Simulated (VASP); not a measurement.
PbTe (rock salt) relaxed at rising pressure, in one space group throughout; other phases were not tried. The pressures are those reached. All values below come from PBE GGA, VASP's PBE PAW potentials (set 64) (plane waves; VASP 6.6.1).

```csv
P (GPa),V (Å³/atom),k-mesh
0.03,35.348,7×7×7
4.95,31.959,7×7×7
10.00,29.722,7×7×7
20.04,26.836,8×8×8
29.92,24.907,8×8×8
```

A change of mesh leaves a small step in the series.

Fit an equation of state and predict the volume at 45.02 GPa.

Least squares on the third-order Birch-Murnaghan form, P = (3B0/2)(y⁷ − y⁵)[1 + (3/4)(B′ − 4)(y² − 1)] with y = (V0/V)^(1/3), gives V0 = 35.352 Å³/atom, B0 = 40 GPa and B′ = 4.4, and so 22.872 Å³/atom. The run gave 22.871 Å³/atom, -0.0 % from the fit.

Pressures at which the relaxation failed are left out.

The compound is PbTe in the rock salt structure.
